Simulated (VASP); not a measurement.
```yaml
crystal:
  lattice:
    - [0.00000, 3.00877, 3.00877]
    - [3.00877, 0.00000, 3.00877]
    - [3.00877, 3.00877, 0.00000]
  atoms:
    - { symbol: In, position: [0.00000, 0.00000, 0.00000] }
    - { symbol: As, position: [0.25000, 0.25000, 0.25000] }
```

Calculation: PBE GGA, VASP's PBE PAW potentials (set 64) (plane waves; VASP). Numerical set-up: 500 eV cut-off, 11×11×11 Γ-centred mesh, first-order Methfessel-Paxton smearing of 0.10 eV, potentials In_d As.

Unless said otherwise, spin-orbit coupling is left out, though it shifts the bands of the heavy elements here.

**Question.** Predict the energy per atom (σ→0), pressure, band gap (on the k-mesh) with the smallest direct gap where there is one.

**Answer.** 
The band gap (on the k-mesh) is none (metal, semimetal or under 0.01 eV) and the energy per atom (σ→0) comes out as -3.825 eV/atom. The pressure is 4.99 GPa.

Total energies compare only between runs with the same potentials, cut-off and functional.

The compound is InAs in the zinc blende structure. It was relaxed first under an external pressure of 5 GPa.
